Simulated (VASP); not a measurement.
Method: PBE GGA, VASP's PBE PAW potentials (set 64) (plane waves; VASP).

Input for VASP

**KPOINTS**
```
K-points
0
G
 6 6 4
0 0 0
```

**POSCAR**
```
Sn
1
   -2.9150000000     2.9150000000     1.5900000000
    2.9150000000    -2.9150000000     1.5900000000
    2.9150000000     2.9150000000    -1.5900000000
Sn
2
Direct
  0.2500000000   0.7500000000   0.5000000000
  0.0000000000   0.0000000000   0.0000000000
```

INCAR:
```
SYSTEM = Sn
PREC = Accurate
ENCUT = 300
EDIFF = 1E-6
NELM = 100
ALGO = Normal
LREAL = .FALSE.
LASPH = .TRUE.
ISMEAR = -1
SIGMA = 0.1
GGA = PE
LMAXMIX = 4
LWAVE = .FALSE.
LCHARG = .FALSE.
ISIF = 2
```

POTCAR, in this order: Sn_d (PBE.64 set). Program: vasp_std.

At this cut-off the stress carries a Pulay error, which pulls relaxed volumes low. Gaps are read on the run's mesh, which can miss a band edge. Unless said otherwise, spin-orbit coupling is left out, though it shifts the bands of the heavy elements here.

Task: What does the run give for the energy per atom (σ→0), pressure, band gap (on the k-mesh)?

Result: 
| Item | Result |
|---|---|
| energy per atom (σ→0) | -3.805 eV/atom |
| band gap (on the k-mesh) | none (metal, semimetal or under 0.01 eV) |
| pressure | 22.6 kbar |

OSZICAR:
```
...
DAV:   5    -0.764388016283E+01   -0.12558E-01   -0.12554E-01  2024   0.336E+00    0.238E+00
DAV:   6    -0.762846880092E+01    0.15411E-01   -0.26573E-02  1954   0.251E+00    0.135E+00
DAV:   7    -0.762356913415E+01    0.48997E-02   -0.19326E-02  1976   0.206E+00    0.145E-01
DAV:   8    -0.762347747864E+01    0.91656E-04   -0.18894E-03  1746   0.640E-01    0.325E-02
DAV:   9    -0.762348665760E+01   -0.91790E-05   -0.49173E-05  1860   0.715E-02    0.128E-02
DAV:  10    -0.762348471207E+01    0.19455E-05   -0.60951E-06  1728   0.347E-02    0.234E-03
DAV:  11    -0.762348463866E+01    0.73414E-07   -0.26081E-07   798   0.755E-03
   1 F= -.76234846E+01 E0= -.76093666E+01  d E =-.282360E-01
```

The structure is a typed Sn crystal (I4_1/amd). The cell was not relaxed at this level. The k-mesh is coarse (spacing up to 0.38 per Å, 2π included), so the numbers may not be converged in it. The run is one of a series of settings (KPOINTS 6×6×4 Γ-centred mesh against the base run), some of them coarse on purpose.
